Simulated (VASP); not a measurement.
VASP input:

### POSCAR
```
HgTe
1
    0.0000000000     3.2946000000     3.2946000000
    3.2946000000     0.0000000000     3.2946000000
    3.2946000000     3.2946000000     0.0000000000
Hg Te
1 1
Direct
  0.0000000000   0.0000000000   0.0000000000
  0.2500000000   0.2500000000   0.2500000000
```

File KPOINTS:
```
Automatic mesh
0
Gamma
5 5 5
0 0 0
```

INCAR:
```
SYSTEM = HgTe
PREC = Accurate
ENCUT = 400
EDIFF = 1E-6
NELM = 60
ALGO = Normal
LREAL = .FALSE.
LASPH = .TRUE.
ISMEAR = 0
SIGMA = 0.05
GGA = PE
LMAXMIX = 6
LWAVE = .FALSE.
LCHARG = .FALSE.
ISIF = 2
IMIX = 1
AMIX = 1.2
BMIX = 0.0001
```

POTCAR, in this order: Hg Te (PBE.64 set). Program: vasp_std.

Output of the run:

File standard output:
```
...
DAV:  21    -0.154945052530E+04    0.57673E+03   -0.17426E+04   456   0.642E+02    0.144E+03
DAV:  22    -0.211743584305E+04   -0.56799E+03   -0.29843E+04   520   0.702E+02    0.151E+03
DAV:  23    -0.157135313963E+04    0.54608E+03   -0.17812E+04   456   0.658E+02    0.152E+03
DAV:  24    -0.210208718036E+04   -0.53073E+03   -0.29758E+04   520   0.706E+02    0.140E+03
DAV:  25    -0.155130484221E+04    0.55078E+03   -0.17647E+04   480   0.631E+02    0.137E+03
DAV:  26    -0.212935932617E+04   -0.57805E+03   -0.30077E+04   520   0.718E+02    0.138E+03
DAV:  27    -0.155812917464E+04    0.57123E+03   -0.17668E+04   464   0.638E+02    0.140E+03
DAV:  28    -0.212709394617E+04   -0.56896E+03   -0.30021E+04   520   0.724E+02    0.141E+03
DAV:  29    -0.158777089595E+04    0.53932E+03   -0.18341E+04   512   0.643E+02    0.139E+03
DAV:  30    -0.218053810418E+04   -0.59277E+03   -0.30983E+04   520   0.754E+02    0.132E+03
DAV:  31    -0.155313420485E+04    0.62740E+03   -0.17692E+04   512   0.616E+02    0.128E+03
DAV:  32    -0.218501901829E+04   -0.63188E+03   -0.30991E+04   520   0.756E+02    0.128E+03
DAV:  33    -0.154774598627E+04    0.63727E+03   -0.17445E+04   496   0.625E+02    0.129E+03
DAV:  34    -0.216687237119E+04   -0.61913E+03   -0.30735E+04   520   0.751E+02    0.129E+03
DAV:  35    -0.155229908509E+04    0.61457E+03   -0.17943E+04   512   0.623E+02    0.130E+03
DAV:  36    -0.217804264566E+04   -0.62574E+03   -0.30941E+04   520   0.760E+02    0.129E+03
DAV:  37    -0.155230588196E+04    0.62574E+03   -0.17942E+04   512   0.616E+02    0.129E+03
DAV:  38    -0.218115814916E+04   -0.62885E+03   -0.30902E+04   520   0.742E+02    0.128E+03
DAV:  39    -0.155276711300E+04    0.62839E+03   -0.17694E+04   504   0.624E+02    0.129E+03
DAV:  40    -0.217541788031E+04   -0.62265E+03   -0.30768E+04   520   0.744E+02    0.130E+03
DAV:  41    -0.154818287307E+04    0.62724E+03   -0.17687E+04   504   0.624E+02    0.131E+03
DAV:  42    -0.215989651375E+04   -0.61171E+03   -0.30574E+04   510   0.744E+02    0.128E+03
DAV:  43    -0.154281724855E+04    0.61708E+03   -0.17854E+04   520   0.613E+02    0.126E+03
DAV:  44    -0.218501914791E+04   -0.64220E+03   -0.30982E+04   520   0.765E+02    0.127E+03
DAV:  45    -0.155543380521E+04    0.62959E+03   -0.17921E+04   520   0.619E+02    0.127E+03
DAV:  46    -0.219013613692E+04   -0.63470E+03   -0.31052E+04   520   0.762E+02    0.127E+03
DAV:  47    -0.155869000295E+04    0.63145E+03   -0.17810E+04   512   0.620E+02    0.128E+03
DAV:  48    -0.220941717522E+04   -0.65073E+03   -0.31276E+04   520   0.772E+02    0.128E+03
DAV:  49    -0.156796873869E+04    0.64145E+03   -0.17965E+04   512   0.628E+02    0.128E+03
DAV:  50    -0.219064723700E+04   -0.62268E+03   -0.30977E+04   520   0.761E+02    0.131E+03
DAV:  51    -0.155591195548E+04    0.63474E+03   -0.17432E+04   488   0.634E+02    0.134E+03
DAV:  52    -0.216272950769E+04   -0.60682E+03   -0.30520E+04   520   0.736E+02    0.136E+03
DAV:  53    -0.158303628575E+04    0.57969E+03   -0.18263E+04   504   0.639E+02    0.135E+03
DAV:  54    -0.218457940284E+04   -0.60154E+03   -0.30998E+04   520   0.754E+02    0.131E+03
DAV:  55    -0.154319112792E+04    0.64139E+03   -0.17426E+04   496   0.625E+02    0.131E+03
DAV:  56    -0.215420119295E+04   -0.61101E+03   -0.30497E+04   520   0.737E+02    0.133E+03
DAV:  57    -0.155756684761E+04    0.59663E+03   -0.17912E+04   504   0.637E+02    0.134E+03
DAV:  58    -0.215474107944E+04   -0.59717E+03   -0.30428E+04   520   0.732E+02    0.134E+03
DAV:  59    -0.156880478534E+04    0.58594E+03   -0.17833E+04   496   0.636E+02    0.136E+03
DAV:  60    -0.217328216796E+04   -0.60448E+03   -0.30735E+04   520   0.750E+02

 -----------------------------------------------------------------------------
|                                                                             |
|           W    W    AA    RRRRR   N    N  II  N    N   GGGG   !!!           |
|           W    W   A  A   R    R  NN   N  II  NN   N  G    G  !!!           |
|           W    W  A    A  R    R  N N  N  II  N N  N  G       !!!           |
|           W WW W  AAAAAA  RRRRR   N  N N  II  N  N N  G  GGG   !            |
|           WW  WW  A    A  R   R   N   NN  II  N   NN  G    G                |
|           W    W  A    A  R    R  N    N  II  N    N   GGGG   !!!           |
|                                                                             |
|     The electronic self-consistency was not achieved in the given           |
|     number of steps (NELM). The forces and other quantities evaluated       |
|     might not be reliable so examine the results carefully. If you find     |
|     spurious results, we suggest increasing NELM, if you were close to      |
|     convergence or switching to a different ALGO or adjusting the           |
|     density mixing parameters otherwise.                                    |
|                                                                             |
 -----------------------------------------------------------------------------

   1 F= -.21732822E+04 E0= -.21732822E+04  d E =-.649165E-17
```

### OUTCAR
```
------------------------ aborting loop EDIFF was not reached (unconverged)  ----------------------------
  FORCE on cell =-STRESS in cart. coord.  units (eV):
  Direction    XX          YY          ZZ          XY          YZ          ZX
  --------------------------------------------------------------------------------------
  Total      956.3645325    956.3645325    956.3645325      0.0000000      0.0000000      0.0000000
  in kB    21423.7733953  21423.7733953  21423.7733953      0.0000000      0.0000000      0.0000000
  external PRESSURE =   21423.7733953 kB  Pullay stress =       0.0000000 kB
  volume of cell :       71.52
      direct lattice vectors                 reciprocal lattice vectors
     0.000000000  3.294600000  3.294600000    -0.151763492  0.151763492  0.151763492
     3.294600000  0.000000000  3.294600000     0.151763492 -0.151763492  0.151763492
     3.294600000  3.294600000  0.000000000     0.151763492  0.151763492 -0.151763492
 POSITION                                       TOTAL-FORCE (eV/Angst)
 -----------------------------------------------------------------------------------
      0.00000      0.00000      0.00000        -0.000000     -0.000000     -0.000000
      1.64730      1.64730      1.64730         0.000000      0.000000      0.000000
 -----------------------------------------------------------------------------------
    total drift:                                0.000057      0.000057      0.000057
  FREE ENERGIE OF THE ION-ELECTRON SYSTEM (eV)
  ---------------------------------------------------
  free  energy   TOTEN  =     -2173.2821679649 eV

  energy  without entropy=    -2173.2821679649  energy(sigma->0) =    -2173.28216796
```
(Selected blocks of OUTCAR.)

Q: Read the log: what went wrong, and how is it fixed?

A: The cause: simple mixing (IMIX = 1) with AMIX above 1 overshoots. The run did not converge; its last values are not results. Against the sound run, the energy per atom (σ→0) drops by 1084.833 eV/atom; the pressure goes up by 2141.17 GPa; the band gap rises by 6.31 eV. To mend it, remove IMIX, remove AMIX, remove BMIX.

The mended run (PBE GGA, plane waves, VASP's PBE PAW potentials (set 64)) converges, and its OSZICAR ends with
```
   1 F= -.36160249E+01 E0= -.36157164E+01  d E =-.617049E-03
```

The compound is HgTe in the zinc blende structure. The cell was not relaxed at this level.
